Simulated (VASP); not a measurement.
Here is the system:

```xyz
2
Lattice="3.3159 0.0000 0.0000 0.0000 3.3159 0.0000 0.0000 0.0000 3.3159" Properties=species:S:1:pos:R:3 pbc="T T T"
Zr     0.0000     0.0000     0.0000
Se     1.6580     1.6580     1.6580
```

Level of theory: PBEsol GGA, VASP's PBE PAW potentials (set 64) (plane waves; VASP). Settings: 400 eV cut-off, Gaussian smearing of 0.050 eV, potentials Zr_sv Se.

Question: Give the energies of bands 6 to 12 at the high-symmetry points, in eV from the Fermi level.

Answer: 
| band | Γ | X | M | R |
|---|---|---|---|---|
| 6 | -2.69 | -8.11 | -5.84 | -7.08 |
| 7 | -2.69 | -3.46 | -5.84 | -7.08 |
| 8 | -2.32 | -3.46 | -2.38 | -7.08 |
| 9 | -2.32 | -1.60 | -1.25 | 3.01 |
| 10 | -2.32 | 2.65 | 0.26 | 3.01 |
| 11 | 2.19 | 3.35 | 0.26 | 3.01 |
| 12 | 2.22 | 4.48 | 0.86 | 4.27 |

It has no gap at this level: it comes out as a metal or semimetal.

The structure was generated: ZrSe was put into the CsCl type type (Pm-3m), which need not be its known phase. It was relaxed first, which changed the volume by -35 %.
